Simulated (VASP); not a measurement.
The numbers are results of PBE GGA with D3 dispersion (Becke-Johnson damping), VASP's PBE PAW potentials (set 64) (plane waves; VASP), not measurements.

A VASP calculation is set up with these files.

File KPOINTS:
```
k-points along high-symmetry lines
15
Line-mode
Reciprocal
  0.000000   0.000000   0.000000 ! GAMMA
  0.500000   0.000000   0.500000 ! X

  0.500000   0.000000   0.500000 ! X
  0.625000   0.250000   0.625000 ! U

  0.375000   0.375000   0.750000 ! K
  0.000000   0.000000   0.000000 ! GAMMA

  0.000000   0.000000   0.000000 ! GAMMA
  0.500000   0.500000   0.500000 ! L

  0.500000   0.500000   0.500000 ! L
  0.500000   0.250000   0.750000 ! W

  0.500000   0.250000   0.750000 ! W
  0.500000   0.000000   0.500000 ! X
```

INCAR:
```
! general
SYSTEM   =  TiC
PREC     =  Accurate
ENCUT    =  520
LREAL    =  .False.   ! projection in real space or not
LASPH    =  .True.
ICHARG   =  11   ! fixed density

! electronic loop
EDIFF    =  1E-7
NELM     =  100
ALGO     =  Normal   ! blocked Davidson
LMAXMIX  =  4

! smearing
ISMEAR   =  0   ! Gaussian
SIGMA    =  0.05   ! width (eV)

! functional
GGA      =  PE   ! PBE
IVDW     =  12   ! D3, Becke-Johnson

! output
LWAVE    =  .False.
LCHARG   =  .False.
LORBIT   =  11
```

File POSCAR:
```
TiC
2.1463020
  0.0000000000   1.0000000047   1.0000000047
  1.0000000047   0.0000000000   1.0000000047
  1.0000000047   1.0000000047   0.0000000000
Ti C
1 1
Cartesian
  0.0000000000   0.0000000000   0.0000000000
  1.0000000047   1.0000000047   1.0000000047
```

POTCAR, in this order: Ti_sv C (PBE.64 set). Program: vasp_std. Read from the step before: CHGCAR.

Output of the run:

### OUTCAR
```
 ion  position               nearest neighbor table
   1  0.000  0.000  0.000-   2 2.15   2 2.15   2 2.15   2 2.15   2 2.15   2 2.15
   2  0.500  0.500  0.500-   1 2.15   1 2.15   1 2.15   1 2.15   1 2.15   1 2.15
  LATTYP: Found a face centered cubic cell.
 ALAT       =     4.2926040200
 Subroutine PRICEL returns:
 Original cell was already a primitive cell.
 Subroutine GETGRP returns: Found 48 space group operations
The static configuration has the point symmetry O_h .
The dynamic configuration has the point symmetry O_h .
 Subroutine INISYM returns: Found 48 space group operations
   k-points           NKPTS =     90   k-points in BZ     NKDIM =     90   number of bands    NBANDS=     12
   number of dos      NEDOS =    301   number of ions     NIONS =      2
   total plane-waves  NPLWV =  13824
   dimension x,y,z NGX =    24 NGY =   24 NGZ =   24
   dimension x,y,z NGXF=    48 NGYF=   48 NGZF=   48
   ions per type =               1   1
   PREC   = accura    normal or accurate (medium, high low for compatibility)
   ISTART =      0    job   : 0-new  1-cont  2-samecut
   ICHARG =     11    charge: 1-file 2-atom 10-const
   ISPIN  =      1    spin polarized calculation?
   LNONCOLLINEAR =      F non collinear calculations
   LSORBIT =      F    spin-orbit coupling
   INIWAV =      1    electr: 0-lowe 1-rand  2-diag
   ENCUT  =  520.0 eV  38.22 Ry    6.18 a.u.   5.64  5.64  5.64*2*pi/ulx,y,z
...
```

### OSZICAR
```
       N       E                     dE             d eps       ncg     rms          rms(c)
DAV:   1     0.117526091796E+03    0.11753E+03   -0.86224E+03  2164   0.163E+03
DAV:   2    -0.774729641463E+01   -0.12527E+03   -0.12043E+03  2284   0.381E+02
DAV:   3    -0.155585972255E+02   -0.78113E+01   -0.73448E+01  3028   0.899E+01
DAV:   4    -0.157838351537E+02   -0.22524E+00   -0.21826E+00  2616   0.143E+01
DAV:   5    -0.157934760209E+02   -0.96409E-02   -0.96390E-02  3072   0.250E+00
DAV:   6    -0.157936704621E+02   -0.19444E-03   -0.19444E-03  2584   0.294E-01
DAV:   7    -0.157936771276E+02   -0.66655E-05   -0.66655E-05  3136   0.385E-02
DAV:   8    -0.157936775559E+02   -0.42827E-06   -0.42647E-06  2160   0.574E-03
DAV:   9    -0.157936775682E+02   -0.12362E-07   -0.12918E-07  1480   0.889E-04
   1 F= -.16709873E+02 E0= -.16709143E+02  d E =-.145899E-02
```

### OUTCAR
```
 val. band max:       10.0472959577   @ k =   0.5000   0.0536   0.5536

 cond. band min:      10.0745234974   @ k =   0.0714   0.0000   0.0714



 k-point     1 :       0.0000    0.0000    0.0000
  band No.  band energies     occupation
      1     -46.7768      2.00000
      2     -22.7861      2.00000
      3     -22.7861      2.00000
      4     -22.7861      2.00000
      5      -2.7898      2.00000
      6      10.4367      0.00000
      7      10.4367      0.00000
      8      10.4367      0.00000
      9      11.4461      0.00000
     10      11.4461      0.00000
     11      11.4461      0.00000
     12      11.5046      0.00000

 k-point     2 :       0.0357    0.0000    0.0357
  band No.  band energies     occupation
      1     -46.7754      2.00000
      2     -22.7928      2.00000
      3     -22.7884      2.00000
      4     -22.7884      2.00000
      5      -2.7499      2.00000
      6      10.3151      0.00000
      7      10.3151      0.00000
      8      10.3978      0.00000
      9      10.5632      0.00000
     10      11.5165      0.00000
     11      11.6025      0.00000
     12      11.6025      0.00000

 k-point     3 :       0.0714    0.0000    0.0714
  band No.  band energies     occupation
      1     -46.7714      2.00000
      2     -22.8123      2.00000
      3     -22.7952      2.00000
      4     -22.7952      2.00000
      5      -2.6322      2.00000
      6       9.6638      2.00000
      7      10.0745      0.82670
      8      10.0745      0.82667
      9      10.2849      0.00000
     10      11.5520      0.00000
     11      11.9442      0.00000
     12      11.9442      0.00000

 k-point     4 :       0.1071    0.0000    0.1071
  band No.  band energies     occupation
      1     -46.7649      2.00000
      2     -22.8435      2.00000
      3     -22.8063      2.00000
      4     -22.8063      2.00000
      5      -2.4431      2.00000
      6       8.8031      2.00000
      7       9.8323      2.00000
...
```

The density is held fixed in this step, so its total energy and stress have no physical meaning.

The compound is TiC in the rock salt structure. It was relaxed first.
